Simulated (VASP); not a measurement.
Here is the system:

```
CELL_PARAMETERS angstrom
      5.66480     0.00000     0.00000
      0.00000     5.66480     0.00000
      0.00000     0.00000     5.66480
ATOMIC_POSITIONS crystal
  Cs 0.00000 0.00000 0.00000
  Pb 0.50000 0.50000 0.50000
  Cl 0.50000 0.00000 0.50000
  Cl 0.00000 0.50000 0.50000
  Cl 0.50000 0.50000 0.00000
```

These are PBE GGA with D3 dispersion (Becke-Johnson damping), VASP's PBE PAW potentials (set 64) (plane waves; VASP) values and carry that method's errors. Run with 520 eV cut-off, Gaussian smearing of 0.050 eV, potentials Cs_sv Pb_d Cl.

Unless said otherwise, spin-orbit coupling is left out, though it shifts the bands of the heavy elements here.

Question: Give the energies of bands 13 to 25 at the high-symmetry points, in eV from the valence-band maximum.

Answer: 
| band | Γ | X | M | R |
|---|---|---|---|---|
| 13 | -6.54 | -7.41 | -7.97 | -8.05 |
| 14 | -4.37 | -4.29 | -4.16 | -2.95 |
| 15 | -4.37 | -4.29 | -3.15 | -2.95 |
| 16 | -4.37 | -2.94 | -2.62 | -2.95 |
| 17 | -2.40 | -2.50 | -2.62 | -2.54 |
| 18 | -2.40 | -2.50 | -2.57 | -2.54 |
| 19 | -2.40 | -2.50 | -2.57 | -2.00 |
| 20 | -2.31 | -2.40 | -2.55 | -2.00 |
| 21 | -2.31 | -2.40 | -2.01 | -2.00 |
| 22 | -2.31 | -1.57 | -0.76 | 0.00 |
| 23 | 3.50 | 3.09 | 2.63 | 2.08 |
| 24 | 4.50 | 4.83 | 2.63 | 2.08 |
| 25 | 4.50 | 5.37 | 5.00 | 2.08 |

The gap is direct, 2.08 eV, from the valence maximum at R to the conduction minimum at R.

The compound is CsPbCl3 in the cubic perovskite structure, the ideal cubic form; the compound distorts at low or room temperature. It was relaxed first.
